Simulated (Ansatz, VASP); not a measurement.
# Cross-check of H89C3S3O52F9 between VASP and Ansatz

One calculation is typed for both programs; each brings its own data sets. How far apart do they land? The cell is taken from a series of runs on this material, whose earlier steps may have relaxed, scaled, displaced or heated it; both programs get it as it stands.

Calculated with Ansatz 0.2.0; plane waves, with VASP 6.6.1 beside it; single point at PBE with D3(BJ).

## Step 1: The starting structure

The cell holds 156 atoms: 52 O, 3 S, 3 C, 9 F and 89 H. Its edges and angles: a = 11.825 Å, b = 11.825 Å, c = 11.825 Å, α = 90.0°, β = 90.0°, γ = 90.0°.

## Step 2: Ansatz: single point, PBE with D3(BJ)

Ansatz runs on its default PAW (the set named soft_2) files.

With cell and atoms fixed, the geometry can't cause a difference; cores, projectors, grids and the points listed under the comparison can.

input.yaml

```yaml
crystal:
  lattice:
    - [11.82524, 0.0, 0.0]
    - [0.0, 11.82524, 0.0]
    - [0.0, 0.0, 11.82524]
  atoms:
    - { symbol: O, position: [0.79118, 0.29855, 0.51436] }
    - { symbol: S, position: [0.81746, 0.20333, 0.59088] }
    - { symbol: O, position: [0.81316, 0.23632, 0.71163] }
    - { symbol: O, position: [0.91584, 0.13697, 0.55921] }
    - { symbol: C, position: [0.69217, 0.10751, 0.57428] }
    - { symbol: F, position: [0.59815, 0.15948, 0.61112] }
    - { symbol: F, position: [0.70905, 0.01296, 0.6369] }
    - { symbol: F, position: [0.67869, 0.07779, 0.4665] }
    - { symbol: O, position: [0.28733, 0.53838, 0.52002] }
    - { symbol: S, position: [0.23392, 0.43778, 0.5695] }
    - { symbol: O, position: [0.11019, 0.4354, 0.5628] }
    - { symbol: O, position: [0.2789, 0.40973, 0.68322] }
    - { symbol: C, position: [0.27975, 0.31509, 0.4796] }
    - { symbol: F, position: [0.23397, 0.2197, 0.52026] }
    - { symbol: F, position: [0.39284, 0.30567, 0.48134] }
    - { symbol: F, position: [0.24497, 0.33124, 0.3729] }
    - { symbol: O, position: [0.49869, 0.73873, 0.27314] }
    - { symbol: S, position: [0.42003, 0.80991, 0.20805] }
    - { symbol: O, position: [0.30708, 0.82163, 0.25664] }
    - { symbol: O, position: [0.41961, 0.78415, 0.08563] }
    - { symbol: C, position: [0.48325, 0.95609, 0.21463] }
    - { symbol: F, position: [0.46868, 0.00073, 0.31805] }
    - { symbol: F, position: [0.43289, 0.02316, 0.1381] }
    - { symbol: F, position: [0.59463, 0.95131, 0.19178] }
    - { symbol: O, position: [0.13134, 0.66502, 0.38854] }
    - { symbol: H, position: [0.18332, 0.62927, 0.44241] }
    - { symbol: H, position: [0.00853, 0.6582, 0.41132] }
    - { symbol: H, position: [0.1563, 0.63651, 0.31229] }
    - { symbol: O, position: [0.97415, 0.12587, 0.24767] }
    - { symbol: H, position: [0.96386, 0.04146, 0.22668] }
[... 120 atom lines left out ...]
    - { symbol: O, position: [0.76233, 0.12273, 0.03349] }
    - { symbol: H, position: [0.83328, 0.12611, 0.9903] }
    - { symbol: H, position: [0.71017, 0.0816, 0.98106] }
    - { symbol: O, position: [0.78647, 0.59965, 0.27415] }
    - { symbol: H, position: [0.81287, 0.61623, 0.19665] }
    - { symbol: H, position: [0.75694, 0.52117, 0.26761] }
kpoints:
  mp_grid: { grid: [1, 1, 1] }
hamiltonian:
  xc: pbe
  dispersion: d3bj
scf:
  occupations: { method: fixed }
output:
  forces: true
  stress: true
  populations: true
  dos:
    method: { smearing: { sigma: 0.15 } }
    de: 0.1
    projected: { site_lists: { C: [C], F: [F], H: [H], O: [O], S: [S] } }
  eigenvalues: true
```

The run is started by

```
$ ansatz run input.yaml --threads 4 --pin off --max-ram 8192MiB --backend cpu --events-out ev --progress --plain --runs-dir out
```

Numbers of over 12 decimals in the logs are rounded to 6 here.

What it wrote:

```text
Engine: ansatz 0.2.0, x86_64-unknown-linux-gnu
Pseudopotentials: kind: paw
Pseudopotential: O, paw, valence charge 6, recommended cutoff 420 eV (normal), O.paw.azcp
Pseudopotential: S, paw, valence charge 6, recommended cutoff 420 eV (normal), S.paw.azcp
Pseudopotential: C, paw, valence charge 4, recommended cutoff 420 eV (normal), C.paw.azcp
Pseudopotential: F, paw, valence charge 7, recommended cutoff 420 eV (normal), F.paw.azcp
Pseudopotential: H, paw, valence charge 1, recommended cutoff 420 eV (normal), H.paw.azcp
Functional definition: PBE
  parameter kappa = 0.804
  parameter beta = 0.066725
  exchange = pbe_x(kappa = kappa, mu = beta*pi^2/3)
  correlation = pbe_c(beta = beta)
Crystal: 156 atoms, lattice volume = 1653.598 Å³
Basis set: ecut = 420 eV, 32423 PW (Γ), exchange–correlation on 160×160×160 points (8 copies of the dense FFT grid, shifted against one another)
Bands: 403, of which v1, the nominal top of the filled ones, is band 247 counted from 1 (246 counted from 0)
Symmetry: 1 space group operations
Space group: P1 (ITA 1), of the structure as read, at distance tolerance 1.2e-4 Å
k-points: 1
Non-local potential: O, projectors of the file, l = 0: 2, l = 1: 2, l = 2: 1
Non-local potential: S, projectors of the file, l = 0: 2, l = 1: 2, l = 2: 2
Non-local potential: C, projectors of the file, l = 0: 2, l = 1: 2, l = 2: 1
Non-local potential: F, projectors of the file, l = 0: 2, l = 1: 2, l = 2: 1
Non-local potential: H, projectors of the file, l = 0: 2, l = 1: 1
PAW form: soft (Blöchl's): semilocal exchange-correlation on the pseudo side does not see the compensation charge
PAW one-centre angular grid: O, 110 points (default); XC on 64 Gauss nodes
PAW one-centre angular grid: S, 110 points (default); XC on 64 Gauss nodes
PAW one-centre angular grid: C, 110 points (default); XC on 64 Gauss nodes
PAW one-centre angular grid: F, 110 points (default); XC on 64 Gauss nodes
PAW one-centre angular grid: H, 110 points (default); XC on 64 Gauss nodes
Initial density: superposition of atomic densities (neutral atoms: chi_scale 0, normalization atom), corrected by the library's trained network
Initial wavefunctions: pseudopotential atomic-orbital guess
Functional: x = pbe(κ = 0.804, μ = 0.219515), c = pbe(β = 0.066725)
SCF iter   1: F=—  HF=-41673.563588 eV  |F-HF|=—  |Δ(HF+E_count)|=         —  Δρ=3.59e-3  dr2=3.46e-1  ethr=1.77e-3  ⟨swp⟩=4.0  Hψ=1515  notcnv=0  defer=153
preconditioner: auto → Resta (q_TF=auto, 2.231 Å⁻¹)  ε∞=2.3  [insulator: Δε(μ)=4.597 eV  Ē_g=17.805 eV  n_scr=304 (ndim 8)  ℏωp=19.9 eV  f_vac=0.309  ε∞_Penn≈2.3]
SCF iter   2: F=—  HF=-41673.395871 eV  |F-HF|=—  |Δ(HF+E_count)|=   1.68e-1  Δρ=1.78e-3  dr2=7.33e-2  ethr=7.01e-5  ⟨swp⟩=2.0  Hψ=646  notcnv=0  defer=154
SCF iter   3: F=—  HF=-41673.365201 eV  |F-HF|=—  |Δ(HF+E_count)|=   3.07e-2  Δρ=9.13e-4  dr2=2.07e-2  ethr=1.48e-5  ⟨swp⟩=2.0  Hψ=503  notcnv=0  defer=154
SCF iter   4: F=—  HF=-41673.358362 eV  |F-HF|=—  |Δ(HF+E_count)|=   6.84e-3  Δρ=3.32e-4  dr2=2.41e-3  ethr=4.20e-6  ⟨swp⟩=2.0  Hψ=499  notcnv=0  defer=154
SCF iter   5: F=—  HF=-41673.357810 eV  |F-HF|=—  |Δ(HF+E_count)|=   5.52e-4  Δρ=1.81e-4  dr2=5.24e-4  ethr=4.87e-7  ⟨swp⟩=2.0  Hψ=708  notcnv=0  defer=153
SCF iter   6: F=—  HF=-41673.357694 eV  |F-HF|=—  |Δ(HF+E_count)|=   1.16e-4  Δρ=7.73e-5  dr2=9.03e-5  ethr=1.06e-7  ⟨swp⟩=3.0  Hψ=491  notcnv=0  defer=151
SCF iter   7: F=—  HF=-41673.356509 eV  |F-HF|=—  |Δ(HF+E_count)|=   1.19e-3  Δρ=2.59e-5  dr2=9.95e-6  ethr=1.83e-8  ⟨swp⟩=2.0  Hψ=637  notcnv=0  defer=150
SCF iter   8: F=—  HF=-41673.356507 eV  |F-HF|=—  |Δ(HF+E_count)|=   1.43e-6  Δρ=1.09e-5  dr2=2.04e-6  ethr=2.01e-9  ⟨swp⟩=3.0  Hψ=575  notcnv=0  defer=153
SCF iter   9: F=—  HF=-41673.356507 eV  |F-HF|=—  |Δ(HF+E_count)|=   4.76e-7  Δρ=2.67e-6  dr2=1.63e-7  ethr=4.12e-10  ⟨swp⟩=2.0  Hψ=490  notcnv=0  defer=154
SCF iter  10: F=-41673.356507 eV  HF=-41673.356507 eV  |F-HF|=3.44e-8  |Δ(HF+E_count)|=   6.23e-8  Δρ=1.71e-6  dr2=4.41e-8  ethr=2.02e-11  ⟨swp⟩=16.0  Hψ=2923  notcnv=0
SCF 1 converged in 10 iterations: F = -41673.356507 eV  dr2 = 4.41e-8
  greatest PAW one-centre occupation: 0.934 electrons in one spin orbital (limit 2), on the F atom at site 7 (counted from 0), in its partial waves of l = 0
SCF converged after 10 iterations
Free energy (F): -41673.356507 eV
Harris-Foulkes:  -41673.356507 eV  (|F-HF|=3.44e-8)
Internal energy: -41673.356507 eV  (E = F + TS)
E sigma→0 (E₀):  -41673.356507 eV
Fermi energy:    -1.333952 eV
--- Per-component energies (eV) ---
  E_band       = -4845.795353
  E_kinetic    = 12814.299104
  E_local      = -44878.779926  (includes V_loc(G=0)·N_el)
  E_nonlocal   = 3469.131821
  E_hartree    = 16784.677098
  E_xc         = -5751.880780
  E_vxc        = -7239.043727  (∫ρ·V_xc dr)
  E_paw        = -12200.253510  (= ΣΔE_a)
  E_vpaw       = -2580.788996  (= ΣTr[D̂ρ^β])
[...]
atom 139  O      0.04236015     0.06349746     0.04335127
  atom 140  H     -0.00365161    -0.05782302     0.02411514
  atom 141  H     -0.00156334    -0.00601984    -0.02425011
  atom 142  O     -0.29281124    -0.19193198    -0.10871060
  atom 143  H      0.04265326     0.03572842     0.00208669
  atom 144  H      0.08179461    -0.04040890     0.04908250
  atom 145  O      0.01377100    -0.00994542     0.01648630
  atom 146  H     -0.00707403    -0.05031275     0.04729881
  atom 147  H     -0.05649863     0.01773703    -0.06975901
  atom 148  O      0.01142300    -0.09256383    -0.08131794
  atom 149  H     -0.02740994     0.04231771     0.04886863
  atom 150  H     -0.01868165     0.06016136     0.03649690
  atom 151  O     -0.01456292    -0.01050556    -0.01183812
  atom 152  H      0.02099669     0.00336009    -0.01946169
  atom 153  H      0.00975899     0.00461291    -0.00009241
  atom 154  O     -0.06795634    -0.02897120    -0.04115727
  atom 155  H      0.02277372    -0.01050986     0.02047670
  atom 156  H      0.04152713     0.05609339     0.00822455
  max |Σ_I F_I| component: 6.65e-5 eV/Å
--- Stress (GPa, compression-positive) ---
       -0.040819       0.042227      -0.268665
        0.042227       0.059966      -0.131415
       -0.268665      -0.131415       0.035804
  P = ⅓ Tr σ = 0.0183 GPa (0.183 kbar)
--- Band table (eV) ---
  k-point 0: bands = [... 243 lower, -2.0369, -1.9119, -1.7733, -1.3340, 3.0929, 4.1607, 4.2882, 4.3471, ... 152 higher]
--- Löwdin populations: 156 sites ---
  site symbol       q [e]
     0      O      6.7585
     1      S      3.7283
     2      O      6.7674
     3      O      6.7386
     4      C      3.3389
     5      F      7.2128
     6      F      7.2197
     7      F      7.1929
     8      O      6.7279
     9      S      3.7478
    10      O      6.7252
    11      O      6.7485
    12      C      3.3114
    13      F      7.2038
    14      F      7.2084
    15      F      7.2017
    16      O      6.7603
    17      S      3.7363
    18      O      6.7130
    19      O      6.7588
    20      C      3.3282
    21      F      7.2126
    22      F      7.2135
    23      F      7.2154
[...]
148      H      0.6210
   149      H      0.6134
   150      O      6.6759
   151      H      0.6164
   152      H      0.6183
   153      O      6.6817
   154      H      0.6179
   155      H      0.6165
  spilling = 0.012050 (of n_electrons = 494.000000)
```

Reading the cycles: dr2 is the Hartree energy of the density residual (eV), the measure of convergence; HF is the Harris–Foulkes estimate of the energy, which meets the free energy F at convergence.

## Step 3: VASP: single point, PBE with D3(BJ)

The same cell, functional and mesh now go to VASP, with its own data sets.

Lines of VASP's logs that name or quote its potential files are left out, and so is its time.

INCAR

```
SYSTEM = H89C3S3O52F9
PREC = Accurate
ENCUT = 600
EDIFF = 1E-06
NELM = 120
ISMEAR = 0
SIGMA = 0.01
LREAL = Auto
ALGO = Normal
GGA = PE
IVDW = 12
NBANDS = 356
LORBIT = 11
LWAVE = .FALSE.
LCHARG = .FALSE.
ISIF = 2
LASPH = .TRUE.
GGA_COMPAT = .FALSE.
EFERMI = MIDGAP
```

POSCAR

```
H89C3S3O52F9
1.0
   11.8252400000      0.0000000000      0.0000000000
    0.0000000000     11.8252400000      0.0000000000
    0.0000000000      0.0000000000     11.8252400000
O S C F H
52 3 3 9 89
Direct
    0.7911800000      0.2985500000      0.5143600000
    0.8131600000      0.2363200000      0.7116300000
    0.9158400000      0.1369700000      0.5592100000
    0.2873300000      0.5383800000      0.5200200000
    0.1101900000      0.4354000000      0.5628000000
    0.2789000000      0.4097300000      0.6832200000
    0.4986900000      0.7387300000      0.2731400000
    0.3070800000      0.8216300000      0.2566400000
    0.4196100000      0.7841500000      0.0856300000
    0.1313400000      0.6650200000      0.3885400000
    0.9741500000      0.1258700000      0.2476700000
    0.7038400000      0.6637100000      0.5927400000
    0.1110200000      0.8047500000      0.1235200000
    0.2798200000      0.2181700000      0.8234900000
    0.4587900000      0.9048400000      0.5594800000
    0.7709300000      0.1755000000      0.2601600000
    0.1794100000      0.5729100000      0.1947200000
    0.8636200000      0.9213900000      0.8436000000
    0.0188200000      0.7776200000      0.7501200000
    0.6377200000      0.8171000000      0.4531300000
    0.5162900000      0.4015500000      0.7271000000
    0.3607900000      0.4459000000      0.1498700000
    0.6857100000      0.3915900000      0.2444300000
    0.8689400000      0.8726000000      0.4268100000
    0.6016600000      0.8255200000      0.9434900000
    0.5053800000      0.2246900000      0.8673800000
    0.0614800000      0.9165900000      0.5803500000
    0.6233800000      0.4664800000      0.5266600000
    0.6257300000      0.0379000000      0.8750700000
    0.3762300000      0.7120600000      0.6648000000
[... 120 atom lines left out ...]
    0.2402300000      0.2939600000      0.9358900000
    0.1722700000      0.4039800000      0.9736700000
    0.8332800000      0.1261100000      0.9903000000
    0.7101700000      0.0816000000      0.9810600000
    0.8128700000      0.6162300000      0.1966500000
    0.7569400000      0.5211700000      0.2676100000
```

KPOINTS

```
Automatic mesh
0
Gamma
1 1 1
0 0 0
```

PAW data sets: O, S, C, F and H (PBE family, release 64).

The run is started by

```
$ export OMP_NUM_THREADS=3
$ mpirun -np 1 vasp_gam
```

What it wrote:

```text
[banner, memory and clock lines left out]
running    1 mpi-ranks, on    1 nodes
[...]
Offloading initialized ...    1 GPUs detected
[...]
LDA part: xc-table for (Slater+PW92), standard interpolation
 POSCAR, INCAR and KPOINTS ok, starting setup
[...]
entering main loop
       N       E                     dE             d eps       ncg     rms          rms(c)
DAV:   1     0.455260383751E+04    0.45526E+04   -0.30188E+05   744   0.147E+03
DAV:   2    -0.396572308019E+03   -0.49492E+04   -0.47382E+04   884   0.346E+02
DAV:   3    -0.847872994482E+03   -0.45130E+03   -0.44830E+03   872   0.109E+02
DAV:   4    -0.855883692530E+03   -0.80107E+01   -0.79790E+01   880   0.157E+01
[...]
DAV:  18    -0.783031012565E+03    0.56815E-05   -0.79149E-06   824   0.836E-03    0.340E-03
DAV:  19    -0.783031011259E+03    0.13052E-05   -0.27686E-06   752   0.523E-03    0.306E-03
DAV:  20    -0.783031010772E+03    0.48700E-06   -0.15610E-06   648   0.389E-03
   1 F= -.78922093E+03 E0= -.78922093E+03  d E =0.000000E+00
```

From OUTCAR (step 3):

```text
  FREE ENERGIE OF THE ION-ELECTRON SYSTEM (eV)
  ---------------------------------------------------
  free  energy   TOTEN  =      -789.2209269787 eV

  energy  without entropy=     -789.2209269787  energy(sigma->0) =     -789.22092698
```

The run ends at a pressure of -0.11 GPa, with forces up to 0.86 eV/Å.

## Step 4: Comparison

Known differences besides the potentials themselves: fixed occupations in Ansatz, narrow Gaussian smearing in VASP; the cutoff is 420 eV in Ansatz and 600 eV in VASP (PREC = Accurate, projectors in real space). Total energies have different zeros and are not compared.

Both answers:

```csv
quantity,Ansatz,VASP,difference
pressure (GPa),0.02,-0.11,+0.13
gap on the k mesh (eV),4.427,4.408,+0.019
```

Forces on 10 of the 156 atoms, those with the largest forces and the largest differences (eV/Å; atoms numbered as in POSCAR):

```csv
atom,"Ansatz x, y, z","VASP x, y, z"
O8,"0.498, 0.108, -0.073","0.710, 0.088, -0.170"
S53,"0.551, 0.101, -0.106","0.708, 0.186, -0.120"
S55,"-0.681, -0.157, 0.249","-0.759, -0.317, 0.255"
C56,"0.280, 0.230, 0.037","0.599, 0.452, 0.100"
C58,"-0.101, -0.303, -0.049","-0.247, -0.664, -0.063"
F59,"-0.144, -0.037, 0.015","-0.482, 0.160, 0.154"
F61,"-0.089, -0.073, -0.070","-0.132, -0.181, -0.485"
F62,"0.001, -0.050, 0.009","-0.170, -0.394, 0.169"
H85,"-0.603, 0.325, 0.178","-0.521, 0.305, 0.173"
H86,"0.535, 0.285, 0.193","0.447, 0.254, 0.176"
```

The forces differ by 86 meV/Å r.m.s., which is 58.2 % of the r.m.s. force of 0.148 eV/Å (both taken over all components). A gap on the mesh is an upper bound, since the band edges may lie between its points.

## Step 5: Outcome

- r.m.s. force difference (single point, PBE with D3(BJ)): 86 meV/Å

What this shows: The r.m.s. force difference is 86 meV/Å (single point, PBE with D3(BJ)), beyond the 12 meV/Å picked in this series as the mark of a large difference. What causes the difference of the single point, PBE with D3(BJ) pair stays open here. How closely two codes agree says nothing of how well the functional describes the real material.

[Lines on the potential files, build, host, timing and source positions are cut from VASP's logs without a mark.]

[Logs are printed without paths, hosts, clocks, repeated set-up lines and the standing remarks that a program may print on its own settings, such as how far it seeks lower states.]

[Hosts, paths, dates, database ids (printed as entryN), source tags and the programs' standing remarks are cut or masked in the printed files.]
